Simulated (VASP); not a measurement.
## Ga3BiO4: relaxation of cell and atoms with PBE

Ga3BiO4:

```
Ga Bi O
1.0
     4.89000    0.00000    0.00000
     0.00000    4.89000    0.00000
     0.00000    0.00000    4.89000
Ga Bi O
3 1 4
Direct
  0.00000 0.50000 0.00000
  0.50000 0.00000 0.00000
  0.00000 0.00000 0.50000
  0.00000 0.00000 0.00000
  0.24000 0.76000 0.76000
  0.76000 0.76000 0.24000
  0.76000 0.24000 0.76000
  0.24000 0.24000 0.24000
```

The cell was built by a generator and needn't be a form met in nature.

| Item | Value |
| --- | --- |
| Program | VASP 6.6.1 |
| Task | relaxation of cell and atoms |
| Functional | PBE |
| Potentials or basis | VASP PAW PBE potentials, release 64 (Ga_d, Bi_d, O) |
| Cutoff | 520 eV |
| k mesh | 3 × 3 × 3 |
| Occupations | gaussian, width 0.15 eV |
| Spin | no spin polarisation |
| Further INCAR settings | PREC = Normal; ALGO = Fast; EDIFF = 0.0001; IBRION = 2; EDIFFG = -0.08; NSW = 24; ISIF = 3 |

| Property | Result |
| --- | --- |
| Relaxed volume | 22.60 Å³/atom |
| Relaxed cell | a = 5.655 Å, b = 5.655 Å, c = 5.655 Å, α = 90.00°, β = 90.00°, γ = 90.00° |
| Space group after relaxing (to 0.05 Å) | P-43m (No. 215) |
| Energy gained by relaxing | 844.4 meV/atom |
| Ionic steps | 12 |
| Pressure after relaxing | 0.0 GPa |
| Largest force after relaxing | 0.006 eV/Å |
| Band gap on the k mesh | none (metal or under the smearing width) |

Forces on the atoms (eV/Å):
```
Ga   0.000  0.000  0.000
Ga   0.000  0.000  0.000
Ga   0.000  0.000  0.000
Bi   0.000  0.000  0.000
O   -0.004  0.004  0.004
O    0.004  0.004 -0.004
O    0.004 -0.004  0.004
O   -0.004 -0.004 -0.004
```

The path:
| step | energy change (eV) | largest force (eV/Å) | pressure (GPa) | volume (Å³) |
| --- | --- | --- | --- | --- |
| 1 | 0.0000 | 5.1359 | 50.91 | 116.93 |
| 2 | -1.4419 | 2.7494 | -16.36 | 214.45 |
| 3 | -5.9578 | 1.2827 | -0.07 | 158.80 |
| 4 | -5.9770 | 1.1471 | 0.93 | 156.86 |
| 5 | -5.9807 | 1.0568 | 1.66 | 155.62 |
| 6 | -6.2029 | 0.9934 | 1.06 | 160.40 |
| 7 | -6.6551 | 0.6364 | -0.89 | 175.34 |
| 8 | -6.3261 | 0.0422 | -4.02 | 207.93 |
| 9 | -6.7303 | 0.1305 | -1.64 | 186.34 |
| 10 | -6.7403 | 0.2677 | -1.34 | 182.98 |
| 11 | -6.6856 | 0.6035 | 3.06 | 176.39 |
| 12 | -6.7551 | 0.0063 | -0.01 | 180.83 |

Final structure:
```yaml
crystal:
  lattice:
    - [5.65487, 0.00000, 0.00000]
    - [0.00000, 5.65487, 0.00000]
    - [0.00000, 0.00000, 5.65487]
  atoms:
    - { symbol: Ga, position: [0.00000, 0.50000, 0.00000] }
    - { symbol: Ga, position: [0.50000, 0.00000, 0.00000] }
    - { symbol: Ga, position: [0.00000, 0.00000, 0.50000] }
    - { symbol: Bi, position: [0.00000, 0.00000, 0.00000] }
    - { symbol: O, position: [0.22851, 0.77149, 0.77149] }
    - { symbol: O, position: [0.77149, 0.77149, 0.22851] }
    - { symbol: O, position: [0.77149, 0.22851, 0.77149] }
    - { symbol: O, position: [0.22851, 0.22851, 0.22851] }
```

Levels at points of the mesh, in eV from the Fermi level:
| k point | band 34 | band 35 | band 36 | band 37 | band 38 | band 39 | band 40 | band 41 | band 42 | band 43 |
| --- | --- | --- | --- | --- | --- | --- | --- | --- | --- | --- |
| (0.00, 0.00, 0.00) | -3.32 | -2.67 | -2.67 | -2.67 | -0.54 | 0.73 | 0.73 | 0.98 | 0.98 | 0.98 |

Wall time 4.3 min on 1 thread of Intel(R) Xeon(R) Platinum 8488C (Sapphire Rapids), with other jobs on the host, peak memory 0.17 GiB.

Caveat: the k mesh is coarse (spacing up to 0.43 Å⁻¹), so the values aren't converged; the volume moved by over 15 % at a fixed basis, so the end points are rough; spin-orbit coupling is left out, which moves the levels of the heavy elements; the relaxation stopped at a loose force limit of 0.08 eV/Å, so its end isn't a converged minimum.
